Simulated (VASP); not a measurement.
Input:

```yaml
crystal:
  lattice:
    - [0.00000, 2.81169, 2.81169]
    - [2.81169, 0.00000, 2.81169]
    - [2.81169, 2.81169, 0.00000]
  atoms:
    - { symbol: As, position: [0.00000, 0.00000, 0.00000] }
    - { symbol: Sb, position: [0.50000, 0.50000, 0.50000] }
```

The numbers are results of PBE GGA, VASP's PBE PAW potentials (set 64) (plane waves; VASP 6.6.1), not measurements. Settings: 400 eV cut-off, 7×7×7 Γ-centred mesh, tetrahedra, potentials As Sb.

**Question.** Give the stress tensor in GPa (positive for a compressed cell).

**Answer.** 
```
11.33   0.00   0.00
 0.00  11.33   0.00
 0.00   0.00  11.33
```
The pressure is its mean diagonal, 11.33 GPa.

The structure was generated: SbAs was put into the rocksalt type (Fm-3m), which need not be its known phase. The cell was not relaxed at this level. The run is one of a series of settings (ISMEAR = -4, SIGMA removed against the base run), some of them coarse on purpose.
